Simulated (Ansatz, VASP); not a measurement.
# Cross-check of Ta between VASP and Ansatz, part 2 of 2

One calculation is typed for both programs; each brings its own data sets. How far apart do they land? Of the first pair: The structure shown is the end of the Ansatz relaxation below.

VASP 6.6.1 and Ansatz 0.2.0.

So far. Step 4 (Differences): The largest component of a force difference here is 25 meV/Å. Where the cell holds vacuum, a pressure given here is an average over it and none of the material.

**5. Ansatz: relaxation, PBEsol**

Level of this step: Ansatz beside VASP: Kohn-Sham DFT, plane waves, PBEsol (Ansatz).

The two programs are compared at the cell with which this relaxation starts, whose forces are those of its first step.

The structure compared here is the start of the Ansatz relaxation; VASP solves that cell, so the two are compared at the walk's first step.

input.yaml reads:

```yaml
crystal:
  lattice:
    - [3.2161755367, 0.0, 0.0]
    - [0.0, 3.2161755367, 0.0]
    - [0.0, 0.0, 30.4000004]
  atoms:
    - { symbol: Ta, position: [0.0, 0.0, 0.2196995765] }
    - { symbol: Ta, position: [0.5, 0.5, 0.2680921017] }
    - { symbol: Ta, position: [0.0, 0.0, 0.3164846269] }
  periodic: [true, true, false]
kpoints:
  mp_grid: { grid: [14, 14, 1] }
hamiltonian:
  xc: pbesol
  pseudopotentials: { kind: paw, azcp: { folder: soft_1 }, xc_functional: pbe }
scf:
  occupations: { method: gaussian, width: 0.1 }
output:
  forces: true
  stress: true
  eigenvalues: true
  write_density: true
  write_potential: true
  elf: true
  volumetric_format: npy
relax:
  adjacent_minimum: "off"
  f_tol: 0.005
  max_steps: 80
  cell: { stress_2d_tol: 0.02 }
```

On the command line:

```console
$ ansatz run input.yaml --threads 4 --pin off --max-ram 16384MiB --backend cpu --events-out ev --progress --plain --runs-dir out
```

Numbers of over 12 decimals in the logs are rounded to 6 here.

Output:

```text
[...]
Crystal: 3 atoms, lattice volume = 314.451 Å³
Basis set: ecut = 420 eV, 6173 PW (Γ), exchange–correlation on 48×48×432 points (8 copies of the dense FFT grid, shifted against one another)
Bands: 24, of which v1, the nominal top of the filled ones, is band 20 counted from 1 (19 counted from 0)
Symmetry: 16 space group operations
[...]
k-points: 36 of 196
[...]
k-point 35: bands = [... 16 lower, -5.3975, -5.1875, -5.1875, -2.2730, -2.2730, -1.2987, -0.8953, -0.8953]
--- Relaxed structure (4 steps of the walk, 4 accepted, 1 SCFs on fresh bases) ---
[...]
cell:  # Å, volume = 317.7053 Å³
    - [3.232774, 0, 0]
    - [0, 3.232774, 0]
    - [0, 0, 30.4000004]
  atoms:
    - { symbol: Ta, position: [0, 0, 0.220309] }
    - { symbol: Ta, position: [0.5, 0.5, 0.2680921017] }
    - { symbol: Ta, position: [0, 0, 0.315876] }
[key lines of the parts left out:]
SCF converged after 7 iterations
Free energy (F): -29418.563086 eV
Fermi energy:    -3.791076 eV
P = ½ c Tr σ = 0.0020 N/m
```

**6. VASP: single point, PBEsol, start cell, pair 2**

The same cell, functional, mesh and smearing now go to VASP, with its own data sets.

INCAR reads:

```
SYSTEM = Ta
PREC = Accurate
ENCUT = 400
EDIFF = 1E-06
NELM = 120
ISMEAR = 0
SIGMA = 0.1
LREAL = .FALSE.
ALGO = Normal
GGA = PS
NBANDS = 22
LASPH = .TRUE.
LORBIT = 11
LWAVE = .FALSE.
LCHARG = .FALSE.
ISIF = 2
LDIPOL = .TRUE.
IDIPOL = 3
DIPOL = 0.5 0.5 0.268
LVHAR = .TRUE.
GGA_COMPAT = .FALSE.
NELMDL = -8
KPAR = 2
```

POSCAR reads:

```
Ta
1.0
    3.2161760000      0.0000000000      0.0000000000
    0.0000000000      3.2161760000      0.0000000000
    0.0000000000      0.0000000000     30.4000000000
Ta
3
Direct
    0.0000000000      0.0000000000      0.2196995724
    0.5000000000      0.5000000000      0.2680921053
    0.0000000000      0.0000000000      0.3164846382
```

KPOINTS reads:

```
Automatic mesh
0
Gamma
14 14 1
0 0 0
```

The projector-augmented-wave data sets are Ta_pv (PBE family, release 64).

On the command line:

```console
$ mpirun -np 2 vasp_std
```

Output:

```text
[banner, memory and clock lines left out]
running    2 mpi-ranks, on    1 nodes
[...]
[... a notice as in an earlier step ...]

 LDA part: xc-table for (Slater+PW92), standard interpolation
 POSCAR, INCAR and KPOINTS ok, starting setup
[...]
entering main loop
       N       E                     dE             d eps       ncg     rms          rms(c)
DAV:   1     0.152169184064E+03    0.15217E+03   -0.16185E+04  2408   0.923E+02
DAV:   2    -0.278046256237E+02   -0.17997E+03   -0.17079E+03  1946   0.249E+02
DAV:   3    -0.381200573672E+02   -0.10315E+02   -0.97658E+01  1890   0.517E+01
DAV:   4    -0.385710706958E+02   -0.45101E+00   -0.44215E+00  2220   0.976E+00
[...]
DAV:  26    -0.340005061635E+02   -0.19519E-05   -0.35083E-08  1004   0.590E-04    0.994E-05
DAV:  27    -0.340005072459E+02   -0.10824E-05   -0.36761E-08  1032   0.403E-04    0.620E-05
DAV:  28    -0.340005073429E+02   -0.97035E-07   -0.40852E-09   882   0.362E-04
   1 F= -.34000507E+02 E0= -.33993590E+02  d E =-.138348E-01
```

OUTCAR, selected parts (step 6):

```text
  Total        0.3170647      0.3170647     -0.1898880      0.0000000     -0.0000000      0.0000000
  in kB        1.6154936      1.6154936     -0.9675089      0.0000000     -0.0000000      0.0000000
  external PRESSURE =       0.7544928 kB  Pullay stress =       0.0000000 kB

 POSITION                                       TOTAL-FORCE (eV/Angst)
 -----------------------------------------------------------------------------------
      0.00000      0.00000      6.67887        -0.000000      0.000000      0.053392
      1.60809      1.60809      8.15000         0.000000      0.000000     -0.000000
      0.00000      0.00000      9.62113         0.000000     -0.000000     -0.053392
 -----------------------------------------------------------------------------------
    total drift:                                0.000000     -0.000000     -0.000038

  FREE ENERGIE OF THE ION-ELECTRON SYSTEM (eV)
  ---------------------------------------------------
  free  energy   TOTEN  =       -34.0005073429 eV

  energy  without entropy=      -33.9866725043  energy(sigma->0) =      -33.99358992

[... 3 further parts left out ...]
[key lines of the parts left out:]
E-fermi :  -2.0535
```

The run ends at a pressure of 0.08 GPa, with forces up to 0.053 eV/Å.

**7. Comparison**

What differs besides the data sets and the points named for the pairs above, as far as they apply: the data sets hold 39 valence electrons in Ansatz (on its PAW soft_1 files) and 33 in VASP. Total energies have different zeros and are not compared.

Forces (eV/Å; atoms numbered as in POSCAR):

| atom | Ansatz x, y, z | VASP x, y, z |
| --- | --- | --- |
| Ta1 | 0.000, 0.000, 0.078 | 0.000, 0.000, 0.053 |
| Ta2 | 0.000, 0.000, 0.000 | 0.000, 0.000, 0.000 |
| Ta3 | 0.000, 0.000, -0.078 | 0.000, 0.000, -0.053 |

The forces differ by 12 meV/Å r.m.s., which is 47.0 % of the r.m.s. force of 0.025 eV/Å (both taken over all components). Where the cell holds vacuum, a pressure given here is an average over it and none of the material.

**8. Ansatz: relaxation, PBEsol**

This run makes the geometry at which the two programs are then compared.

The structure compared here is the end of the Ansatz relaxation.

This is the run of step 5 again, met here at its other cell.

**9. VASP: single point, PBEsol, relaxed cell, pair 3**

The same cell, functional, mesh and smearing now go to VASP, with its own data sets.

INCAR is that of step 6.

POSCAR reads:

```
Ta
1.0
    3.2327744218      0.0000000000      0.0000000000
    0.0000000000      3.2327744218      0.0000000000
    0.0000000000      0.0000000000     30.4000004000
Ta
3
Direct
    0.0000000000      0.0000000000      0.2203086967
    0.5000000000      0.5000000000      0.2680921017
    0.0000000000      0.0000000000      0.3158755067
```

KPOINTS is that of step 6.

On the command line:

```console
$ mpirun -np 2 vasp_std
```

Output:

```text
[... set-up lines as in an earlier step ...]
 entering main loop
       N       E                     dE             d eps       ncg     rms          rms(c)
DAV:   1     0.151028289835E+03    0.15103E+03   -0.16202E+04  2392   0.922E+02
DAV:   2    -0.275678302137E+02   -0.17860E+03   -0.17005E+03  1976   0.248E+02
DAV:   3    -0.380419262482E+02   -0.10474E+02   -0.98843E+01  1860   0.517E+01
DAV:   4    -0.385147924971E+02   -0.47287E+00   -0.46626E+00  2242   0.986E+00
[...]
DAV:  26    -0.340034592718E+02   -0.11758E-05   -0.23691E-08   948   0.109E-03    0.147E-04
DAV:  27    -0.340034606897E+02   -0.14179E-05   -0.61581E-08  1026   0.114E-03    0.250E-04
DAV:  28    -0.340034607574E+02   -0.67664E-07   -0.79938E-09   864   0.724E-04
   1 F= -.34003461E+02 E0= -.33996929E+02  d E =-.130640E-01
```

From OUTCAR (step 9):

```text
  Total        0.0784691      0.0784691      0.0410154      0.0000000      0.0000000      0.0000000
  in kB        0.3957170      0.3957170      0.2068395      0.0000000      0.0000000      0.0000000
  external PRESSURE =       0.3327578 kB  Pullay stress =       0.0000000 kB

 POSITION                                       TOTAL-FORCE (eV/Angst)
 -----------------------------------------------------------------------------------
      0.00000      0.00000      6.69738         0.000000     -0.000000     -0.024920
      1.61639      1.61639      8.15000        -0.000000     -0.000000     -0.000000
      0.00000      0.00000      9.60262         0.000000      0.000000      0.024920
 -----------------------------------------------------------------------------------
    total drift:                                0.000000     -0.000000     -0.000213

  FREE ENERGIE OF THE ION-ELECTRON SYSTEM (eV)
  ---------------------------------------------------
  free  energy   TOTEN  =       -34.0034607574 eV

  energy  without entropy=      -33.9903967139  energy(sigma->0) =      -33.99692874

[... 1 part as in an earlier step ...]

[... 2 further parts left out ...]
[key lines of the parts left out:]
E-fermi :  -2.0758
```

The run ends at a pressure of 0.03 GPa, with forces up to 0.025 eV/Å.

**10. Comparison**

What differs besides the data sets and the points named for the pairs above, as far as they apply: the data sets hold 39 valence electrons in Ansatz (on its PAW soft_1 files) and 33 in VASP. Total energies have different zeros and are not compared.

The largest component of a force difference here is 25 meV/Å. Where the cell holds vacuum, a pressure given here is an average over it and none of the material.

**11. Results**

* r.m.s. force difference (single point, PBEsol, relaxed cell, pair 1): 12 meV/Å
* r.m.s. force difference (single point, PBEsol, start cell, pair 2): 12 meV/Å
* r.m.s. force difference (single point, PBEsol, relaxed cell, pair 3): 12 meV/Å

What this shows: The r.m.s. force difference is 12 meV/Å (single point, PBEsol, start cell, pair 2), at about the 12 meV/Å picked in this series as the mark of a large difference. The data sets hold unlike numbers of valence electrons (39 in Ansatz and 33 in VASP), so part of the differences may come from the potentials. How closely two codes agree says nothing of how well the functional describes the real material.

[Lines on the potential files, build, host, timing and source positions are cut from VASP's logs without a mark.]

[Logs are printed without paths, hosts, clocks, repeated set-up lines and the standing remarks that a program may print on its own settings, such as how far it seeks lower states.]

[Hosts, paths, dates, database ids (printed as entryN), source tags and the programs' standing remarks are cut or masked in the printed files.]
